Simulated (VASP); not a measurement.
Crystal: W.

```
W
1.0
    -1.58234    1.58234    1.58234
     1.58234   -1.58234    1.58234
     1.58234    1.58234   -1.58234
W
1
Direct
  0.00000 0.00000 0.00000
```

| Quantity | Value |
| --- | --- |
| Program | VASP 6.6.1 |
| Task | relaxation of cell and atoms |
| Functional | PBE |
| Potentials or basis | VASP PAW PBE potentials, release 64 (W_sv) |
| Cutoff | 520 eV |
| k mesh | 18 × 18 × 18 |
| Occupations | gaussian, width 0.3 eV |
| Spin | no spin polarisation |

At the start: pressure 6.3 GPa; volume 15.85 Å³/atom.

Q: How do energy, volume and symmetry change on relaxing?

A: Over 15 steps the energy falls by 6.1 meV/atom and the volume is 16.17 Å³/atom (+2.0 %); space group Im-3m (No. 229, to 0.05 Å).

The path:
```csv
step,energy change (eV),largest force (eV/Å),pressure (GPa),volume (Å³)
1,0.0000,0.0000,6.31,15.85
2,0.0637,0.0000,-18.18,17.32
3,-0.0061,0.0000,-0.16,16.17
4,-0.0061,0.0000,-0.02,16.17
5,-0.0061,0.0000,0.10,16.16
6,-0.0061,0.0000,0.12,16.16
7,-0.0061,0.0000,0.08,16.16
8,-0.0061,0.0000,0.08,16.16
9,-0.0061,0.0000,0.08,16.16
10,-0.0061,0.0000,0.08,16.16
11,-0.0061,0.0000,0.08,16.16
12,-0.0061,0.0000,0.09,16.16
13,-0.0061,0.0000,0.06,16.16
14,-0.0061,0.0000,0.04,16.16
15,-0.0061,0.0000,0.00,16.17
```

Final structure:
```
CELL_PARAMETERS angstrom
-1.59285 1.59285 1.59285
1.59285 -1.59285 1.59285
1.59285 1.59285 -1.59285
ATOMIC_POSITIONS crystal
W 0.00000 0.00000 0.00000
```
